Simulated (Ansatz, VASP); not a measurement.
# Pt (linear Pt chain): VASP beside Ansatz, part 2 of 2

Aim: how closely do two programs agree when they are given the same cell, functional and k mesh? The cell is taken from a series of runs on this material, whose earlier steps may have relaxed, scaled, displaced or heated it; both programs get it as it stands.

VASP 6.6.1 and Ansatz 0.2.0.

So far: Set-up; VASP: single point, LDA, pair 1; Ansatz: single point, LDA, pair 1; Differences; Ansatz: single point, LDA, pair 2.

## Step 6: VASP: single point, LDA, pair 2

Level of this step: LDA, zero-moment start; plane waves and PAW (Pt) (VASP).

The same cell, functional (in two slightly different forms), mesh and smearing now go to VASP, with its own data sets.

File INCAR:

```
SYSTEM = Pt
PREC = Accurate
ENCUT = 500
EDIFF = 1E-06
NELM = 200
ISMEAR = -1
SIGMA = 0.05
LREAL = .FALSE.
ALGO = Normal
GGA = PW92
NBANDS = 11
ISPIN = 2
MAGMOM = 0
LASPH = .TRUE.
LMAXMIX = 4
LORBIT = 11
LWAVE = .FALSE.
LCHARG = .FALSE.
ISIF = 2
GGA_COMPAT = .FALSE.
KPAR = 2
```

File POSCAR:

```
Pt
1.0
    7.5000000000      0.0000000000      0.0000000000
    0.0000000000      7.5000000000      0.0000000000
    0.0000000000      0.0000000000      2.0265793695
Pt
1
Direct
    0.5000000000      0.5000000000      0.0000000000
```

File KPOINTS:

```
Automatic mesh
0
Gamma
1 1 40
0 0 0
```

The projector-augmented-wave data sets are Pt (LDA family, release 64).

Launch:

```sh
$ mpirun -np 2 vasp_std
```

Numbers of over 12 decimals in the logs are rounded to 6 here.

The program printed:

```text
[banner, memory and clock lines left out]
running    2 mpi-ranks, on    1 nodes
[...]
[... a notice as in an earlier step ...]

 LDA part: xc-table for (Slater(with rela. corr.)+PW92), standard interpolation
 POSCAR, INCAR and KPOINTS ok, starting setup
[...]
entering main loop
       N       E                     dE             d eps       ncg     rms          rms(c)
DAV:   1     0.595804878778E+02    0.59580E+02   -0.36242E+03   924   0.647E+02
DAV:   2    -0.595593780827E+00   -0.60176E+02   -0.53694E+02  1249   0.122E+02
DAV:   3    -0.328774157889E+01   -0.26921E+01   -0.25412E+01  1190   0.292E+01
DAV:   4    -0.330781218382E+01   -0.20071E-01   -0.19848E-01  1076   0.254E+00
[...]
DAV:  14    -0.296050861879E+01   -0.70770E-05   -0.80551E-07   933   0.218E-03    0.558E-04
DAV:  15    -0.296051092601E+01   -0.23072E-05   -0.40633E-07   942   0.146E-03    0.336E-04
DAV:  16    -0.296051096353E+01   -0.37525E-07   -0.43315E-09   693   0.214E-04
   1 F= -.29605110E+01 E0= -.29556539E+01  d E =-.971408E-02  mag=     0.0000
```

From OUTCAR (step 6):

```text
  Total       -0.0718675     -0.0718675     20.9392444      0.0000000     -0.0000000     -0.0000000
  in kB       -1.0100826     -1.0100826    294.2967358      0.0000000     -0.0000000     -0.0000000
  external PRESSURE =      97.4255235 kB  Pullay stress =       0.0000000 kB

  FREE ENERGIE OF THE ION-ELECTRON SYSTEM (eV)
  ---------------------------------------------------
  free  energy   TOTEN  =        -2.9605109635 eV

  energy  without entropy=       -2.9507968791  energy(sigma->0) =       -2.95565392

 magnetization (x)
# of ion       s       p       d       tot
------------------------------------------
    1        0.000  -0.000   0.000   0.000

[... 1 part as in an earlier step ...]

[... 3 further parts left out ...]
[key lines of the parts left out:]
E-fermi :  -3.5132
```

## Step 7: Side by side

What differs besides the data sets and the points named for the pairs above, as far as they apply: the data sets hold 18 valence electrons in Ansatz (on its default PAW (the set named soft_2) files) and 10 in VASP. Total energies have different zeros and are not compared.

Compared:

| quantity | Ansatz | VASP | difference |
| --- | --- | --- | --- |
| pressure (GPa) | 11.25 | 9.74 | +1.51 |

## Step 8: Further runs

Further runs change the set-up of one program: Ansatz's method, potentials or start, or VASP's data sets, cutoff or form of LDA. The table gives that difference for each run.

```csv
run,pressure (GPa)
as above,1.5
VASP with the data sets Pt_sv_GW,0.12
```

## Step 9: Ansatz: single point, LDA, pair 3

A single point takes one fixed geometry, so differences don't come from the geometry; what else differs is listed under the comparison. The cell compared in this pair holds 155.45 Å³, against 114.00 Å³ for the pair before.

The cell is taken from a series of runs on this material, whose earlier steps may have relaxed, scaled, displaced or heated it; both programs get it as it stands.

File input.yaml:

```yaml
crystal:
  lattice:
    - [7.5, 0.0, 0.0]
    - [0.0, 7.5, 0.0]
    - [0.0, 0.0, 2.7635173221]
  atoms:
    - { symbol: Pt, position: [0.5, 0.5, 0.0], spin: 0.6 }
magnetization:
  spin_polarized: true
kpoints:
  mp_grid: { grid: [1, 1, 29] }
scf:
  occupations: { method: fermi_dirac, width: 0.05 }
hamiltonian:
  xc: lda
output:
  transmission:
    e_range: [-2, 2]
    de: 0.035
    kmesh: [1, 1]
    reduced_basis: true
    leads: [[0, 0]]
  stress: true
```

Launch:

```sh
$ ansatz run input.yaml --threads 4 --pin off --max-ram 8192MiB --backend cpu --events-out ev --progress --plain --runs-dir out
```

The program printed:

```text
[...]
Crystal: 1 atoms, lattice volume = 155.448 Å³
Basis set: ecut = 420 eV, 3089 PW (Γ)
Bands: 14, of which v1, the nominal top of the filled ones, is band 9 counted from 1 (8 counted from 0)
Symmetry: 16 space group operations
[...]
k-points: 15 of 29
[...]
Starting moments: Σ|m| = 0.6 μB on 1 of 1 site
[...]
--- Transmission ---
  basis      : 497 plane waves across, 4 finite elements along
  points     : 1, standing for a mesh of 1 x 1
[...]
crystal 0  : Pt1, at the sites [0, 0], period 2.7635 Å: whole cells are its period
[...]
filled         : 17.2 meV over the level at which it is neutral
    channels       : 1.000000e0 up, 4.000000e0 down
[...]
[key lines of the parts left out:]
SCF converged after 10 iterations
Magnetization: 1.0486 μB (9.5243 up, 8.4757 down)
Free energy (F): -12240.577396 eV
Fermi energy:    -3.766308 eV
P = ⅓ Tr σ = -2.6460 GPa (-26.460 kbar)
```

## Step 10: VASP: single point, LDA, pair 3

The same cell, functional (in two slightly different forms), mesh and smearing now go to VASP, with its own data sets.

Edit INCAR of step 6 so:

```diff
@@ -10,5 +10,5 @@
 GGA = PW92
-NBANDS = 11
+NBANDS = 12
 ISPIN = 2
-MAGMOM = 0
+MAGMOM = 0.9
 LASPH = .TRUE.
```

Edit POSCAR of step 6 so:

```diff
@@ -4,3 +4,3 @@
     0.0000000000      7.5000000000      0.0000000000
-    0.0000000000      0.0000000000      2.0265793695
+    0.0000000000      0.0000000000      2.7635173221
 Pt
```

File KPOINTS:

```
Automatic mesh
0
Gamma
1 1 29
0 0 0
```

Launch:

```sh
$ mpirun -np 2 vasp_std
```

The program printed:

```text
[... set-up lines as in an earlier step ...]
 entering main loop
       N       E                     dE             d eps       ncg     rms          rms(c)
DAV:   1     0.505780081115E+02    0.50578E+02   -0.28780E+03   720   0.528E+02
DAV:   2    -0.290292213884E-01   -0.50607E+02   -0.44724E+02  1184   0.933E+01
DAV:   3    -0.332247992744E+01   -0.32935E+01   -0.31716E+01   828   0.274E+01
DAV:   4    -0.334699100732E+01   -0.24511E-01   -0.24480E-01   844   0.284E+00
[...]
DAV:  16    -0.310902399103E+01   -0.73558E-05   -0.29512E-06   720   0.743E-03    0.284E-03
DAV:  17    -0.310902546112E+01   -0.14701E-05   -0.11365E-07   748   0.131E-03    0.219E-03
DAV:  18    -0.310902591085E+01   -0.44974E-06   -0.66093E-08   544   0.114E-03
   1 F= -.31090259E+01 E0= -.30889805E+01  d E =-.400908E-01  mag=     1.0846
```

OUTCAR, selected parts (step 10):

```text
  Total       -0.1040506     -0.1040506     -7.3418577      0.0000000      0.0000000      0.0000000
  in kB       -1.0724338     -1.0724338    -75.6714098      0.0000000      0.0000000      0.0000000
  external PRESSURE =     -25.9387591 kB  Pullay stress =       0.0000000 kB

  FREE ENERGIE OF THE ION-ELECTRON SYSTEM (eV)
  ---------------------------------------------------
  free  energy   TOTEN  =        -3.1090259109 eV

  energy  without entropy=       -3.0689350883  energy(sigma->0) =       -3.08898050

 magnetization (x)
# of ion       s       p       d       tot
------------------------------------------
    1        0.074   0.004   0.920   0.998

[... 1 part as in an earlier step ...]

[... 3 further parts left out ...]
[key lines of the parts left out:]
E-fermi :  -4.9127
```

## Step 11: Side by side

What differs besides the data sets and the points named for the pairs above, as far as they apply: VASP starts from the moments at which Ansatz ended; the data sets hold 18 valence electrons in Ansatz (on its default PAW (the set named soft_2) files) and 10 in VASP; site moments are counted in spheres of each program's own size. Total energies have different zeros and are not compared.

Both answers:

| quantity | Ansatz | VASP | difference |
| --- | --- | --- | --- |
| pressure (GPa) | -2.65 | -2.59 | -0.05 |
| total moment (μB) | 1.05 | 1.08 | -0.04 |
| moment on Pt1 (μB) | 0.90 | 1.00 | -0.10 |

## Step 12: Outcome

- difference in pressure (single point, LDA, pair 1): 0.030 GPa
- difference in pressure (single point, LDA, pair 2): 1.5 GPa
- difference in total moment (single point, LDA, pair 3): -0.036 μB

What this shows: The difference in pressure is 1.5 GPa (single point, LDA, pair 2), beyond the 1 GPa picked in this series as the mark of a large difference. The data sets hold unlike numbers of valence electrons (18 in Ansatz and 10 in VASP), so part of the differences may come from the potentials. Single point, LDA, pair 2, VASP with the data sets Pt_sv_GW: the difference in pressure goes from 1.5 to 0.12 GPa. 5 further pairs of this series are not shown here. How closely two codes agree says nothing of how well the functional describes the real material.

[Lines on the potential files, build, host, timing and source positions are cut from VASP's logs without a mark.]

[Logs are printed without paths, hosts, clocks, repeated set-up lines and the standing remarks that a program may print on its own settings, such as how far it seeks lower states.]

[Hosts, paths, dates, database ids (printed as entryN), source tags and the programs' standing remarks are cut or masked in the printed files.]
